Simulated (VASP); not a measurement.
Data:

```xyz
63
Lattice="11.5674 0.0000 0.0000 0.0000 11.5674 0.0000 0.0000 0.0000 11.5674" Properties=species:S:1:pos:R:3 pbc="T T T"
Ge     5.7607     0.0181     0.0145
Ge     7.2394     1.4659     1.4671
Ge     8.6666     2.9013     0.0058
Ge    10.0968     4.3293     1.4709
Ge     8.6672     0.0023     2.8986
Ge    10.0952     1.4696     4.3260
Ge    11.5672    11.5639    11.5618
Ge     1.4356     1.4456     1.4428
Ge     2.8928     2.8712     0.0074
Ge     4.3622     4.3356     1.4558
Ge     5.7921     5.7753     0.0020
Ge     7.2283     7.2043     1.4596
Ge     8.6947     8.6698     0.0093
Ge    10.1222    10.1265     1.4425
Ge     2.8922     0.0124     2.8704
Ge     4.3620     1.4562     4.3377
Ge     5.8325     2.9505     2.9517
Ge     8.6062     5.7291     2.9592
Ge    10.1058     7.2035     4.3378
Ge     5.7908    11.5667     5.7757
Ge     7.2274     1.4604     7.1992
Ge     8.6031     2.9609     5.7219
Ge    10.1044     4.3368     7.1976
Ge     8.6932     0.0151     8.6695
Ge    10.1203     1.4467    10.1272
Ge    11.5466     5.8052     0.0174
Ge     1.4468     7.2286     1.4426
Ge     2.8824     8.6827    11.5666
Ge     4.3357    10.1205     1.4425
Ge    11.5612     2.9005     2.9007
Ge     1.4526     4.3331     4.3320
Ge     2.8814     5.7796     2.8848
Ge     4.3031     7.2635     4.2892
Ge     5.7846     8.6883     2.8857
Ge     7.2342    10.1148     4.3324
Ge    11.5471     0.0197     5.8042
Ge     1.4468     1.4459     7.2276
Ge     2.8813     2.8878     5.7790
Ge     4.3044     4.2918     7.2624
Ge     7.2764     7.2635     7.2614
Ge     8.6813     8.6885     5.7801
Ge    10.1223    10.1213     7.2301
Ge     2.8814     0.0004     8.6812
Ge     4.3360     1.4445    10.1162
Ge     5.7874     2.8871     8.6847
Ge     7.2344     4.3320    10.1157
Ge     8.6792     5.7781     8.6835
Ge    10.1211     7.2282    10.1162
Ge    11.5541     8.6694     2.8710
Ge     1.4347    10.1290     4.3330
Ge    11.5650     5.7754     5.7738
Ge     1.4289     7.2238     7.2242
Ge     2.8760     8.6877     5.8195
Ge     4.3397    10.1348     7.2243
Ge    11.5514     2.8724     8.6669
Ge     1.4337     4.3338    10.1260
Ge     2.8765     5.8207     8.6893
Ge     4.3413     7.2235    10.1368
Ge     5.7446     8.6880     8.6890
Ge     7.2326    10.1289    10.1263
Ge    11.5659     8.6833     8.6823
Ge     1.4471    10.1192    10.1181
Sb     6.0072     5.5610     5.5598
```

All values below come from PBE GGA, VASP's PBE PAW potentials (set 64) (plane waves; VASP). Settings: PREC = Normal, LREAL = Auto, ISYM = 0, 400 eV cut-off, 1×1×1 Γ-centred mesh, Gaussian smearing of 0.050 eV, potentials Ge Sb. Starting moments (MAGMOM): 63*0.0159. The cell's moment is fixed (NUPDOWN = 1).

The supercell is sampled at Γ alone, which is coarse: total energies, pressure and levels can be off, energies of defects by several tenths of an eV.

**Question.** What does the run give for the cell moment, energy per atom (σ→0), pressure?

**Answer.** 
The cell moment comes out as 1.00 μB and the energy per atom (σ→0) is -4.346 eV/atom. The pressure comes out as 1.53 GPa.

Total energies compare only between runs with the same potentials, cut-off and functional.

The cell is a supercell with a defect, built from Ge (diamond): Sb_Ge-vac_Ge.
